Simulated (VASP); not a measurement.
Set up this calculation in VASP 6.6.1, as the native input.

| Property | Result |
| --- | --- |
| Task | single point |
| Functional | r2SCAN |
| Potentials or basis | VASP PAW PBE potentials, release 64 (Al, Ga_d, Te) |
| Cutoff | 520 eV |
| k mesh | 4 × 4 × 4 |
| Occupations | fermi-dirac, width 0.1 eV |
| Spin | no spin polarisation |
| Dipole correction | no |
| Further INCAR settings | ALGO = Normal; EDIFF = 1e-06; NBANDS = 38 |

The structure of AlGaTe2 lies in POSCAR:

```
AlGaTe2
1.0
    0.0000000000      6.2211660000      0.0000000000
    6.2211660000      0.0000000000      0.0000000000
    3.1105830000      3.1105830000     -5.8446940000
Al Ga Te
2 2 4
Direct
    0.5000000000      0.5000000000      0.0000000000
    0.2500000000      0.7500000000      0.5000000000
    0.0000000000      0.0000000000      0.0000000000
    0.7500000000      0.2500000000      0.5000000000
    0.3750000000      0.3850000000      0.7500000000
    0.6150000000      0.1250000000      0.2500000000
    0.8750000000      0.8650000000      0.7500000000
    0.1350000000      0.6250000000      0.2500000000
```

The cell was built by a generator and needn't be a form met in nature.

The input as run:

INCAR

```
SYSTEM = AlGaTe2
ALGO = Normal
EDIFF = 1E-6
ENCUT = 520
ISIF = 2
ISMEAR = -1
LASPH = .TRUE.
LCHARG = .FALSE.
LMIXTAU = .TRUE.
LREAL = .FALSE.
LWAVE = .FALSE.
METAGGA = R2SCAN
NBANDS = 38
NELM = 60
PREC = Accurate
SIGMA = 0.1
```

KPOINTS

```
k-points
0
G
  4 4 4
  0 0 0
```

Potentials or basis: VASP PAW PBE potentials, release 64 (Al, Ga_d, Te).

Command:

```sh
$ cat potpaw_PBE.64/Al/POTCAR potpaw_PBE.64/Ga_d/POTCAR potpaw_PBE.64/Te/POTCAR > POTCAR
$ mpirun -np 1 vasp_std > vasp.out
```

It gave:

```yaml
Pressure: 8.5 GPa
Largest_force: 1.023 eV/Å
Band_gap_on_the_k_mesh: none (metal or under the smearing width)
```

Caveat: the PAW data sets were made with another functional, which shifts forces and pressure a little.

It took 5.6 min on 1 thread of Intel(R) Xeon(R) Platinum 8559C (Emerald Rapids) (shared host), peak memory 0.42 GiB.
